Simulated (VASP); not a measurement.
Consider the following.

```
CELL_PARAMETERS angstrom
      3.25000     0.00000     0.00000
      0.00000     3.25000     0.00000
      0.00000     0.00000     3.25000
ATOMIC_POSITIONS crystal
  In 0.50000 0.50000 0.50000
  Pd 0.00000 0.00000 0.00000
```

Calculation: PBE GGA, VASP's PBE PAW potentials (set 64) (plane waves; VASP 6.6.1). Run with 300 eV cut-off, 8×8×8 Γ-centred mesh, Fermi-Dirac smearing of 0.10 eV, potentials In_d Pd.

### Question
Give the energies of bands 6 to 14 at the high-symmetry points, in eV from the Fermi level.

### Answer

| band | Γ | X | M | R |
|---|---|---|---|---|
| 6 | -10.20 | -6.62 | -6.22 | -4.96 |
| 7 | -3.87 | -6.11 | -3.54 | -4.96 |
| 8 | -3.87 | -3.86 | -2.70 | -4.96 |
| 9 | -2.28 | -3.30 | -2.70 | -1.64 |
| 10 | -2.28 | -3.30 | -2.36 | -1.64 |
| 11 | -2.28 | -2.36 | -2.36 | 0.04 |
| 12 | 4.29 | -1.09 | -1.69 | 3.86 |
| 13 | 4.29 | 9.77 | 1.60 | 3.86 |
| 14 | 4.29 | 9.77 | 2.58 | 3.86 |

It has no gap at this level: it comes out as a metal or semimetal.

The structure is a typed PdIn crystal (Pm-3m). The cell was not relaxed at this level. The electron count is odd and the run is not spin-polarised, which forces a metal.
